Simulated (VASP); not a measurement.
An input for Quantum ESPRESSO's pw.x (written as the equivalent of a VASP run, and not itself run):

```
&CONTROL
  calculation = 'scf'
  pseudo_dir = './pseudo'
  outdir = './out'
  tprnfor = .true.
  tstress = .true.
/
&SYSTEM
  ibrav = 0
  nat = 3
  ntyp = 2
  ecutwfc = 74
  occupations = 'tetrahedra'
  input_dft = 'pbe'
  vdw_corr = 'grimme-d3'
  dftd3_version = 3
  dftd3_threebody = .false.
/
&ELECTRONS
  conv_thr = 7.3e-09
  electron_maxstep = 100
/
ATOMIC_SPECIES
  Li 6.940 Li.upf
  S 32.060 S.upf
CELL_PARAMETERS angstrom
     0.0000000    2.7977936    2.7977936
     2.7977936    0.0000000    2.7977936
     2.7977936    2.7977936    0.0000000
ATOMIC_POSITIONS crystal
  Li   0.2500000  0.2500000  0.2500000
  Li   0.7500000  0.7500000  0.7500000
  S    0.0000000  0.0000000  0.0000000
K_POINTS automatic
  8 8 8 0 0 0
```

Write the VASP files for the same calculation (PBE-D3 (zero damping)).

Several could match; the one computed here: 
INCAR:
```
SYSTEM=Li2S
PREC=Accurate; ENCUT=520; LREAL=F
LASPH=T
EDIFF=1E-7; NELM=100; ALGO=Normal
ISMEAR=-5
GGA=PE; IVDW=11
ISIF=2
LWAVE=F; LCHARG=T; LORBIT=11
NEDOS=601
LEFG=T
```

File POSCAR:
```
Li2S
3.9566780
  0.0000000000   0.7071067308   0.7071067308
  0.7071067308   0.0000000000   0.7071067308
  0.7071067308   0.7071067308   0.0000000000
Li S
2 1
direct
  0.2500000000   0.2500000000   0.2500000000
  0.7500000000   0.7500000000   0.7500000000
  0.0000000000   0.0000000000   0.0000000000
```

**KPOINTS**
```
Automatic mesh
0
Gamma
8 8 8
0 0 0
```

POTCAR, in this order: Li_sv S (PBE.64 set). Program: vasp_std.

Limits of the translation: the potentials are each code's own (VASP's PAW set, PseudoDojo norm-conserving files in pw.x), so ENCUT and ecutwfc are chosen apart and not converted; conv_thr bounds pw.x's estimated SCF error, while EDIFF bounds the energy change between steps; the field gradients of LEFG aren't asked of the other code.

The compound is Li2S in the antifluorite structure. It was relaxed first, which changed the volume by -6 %.
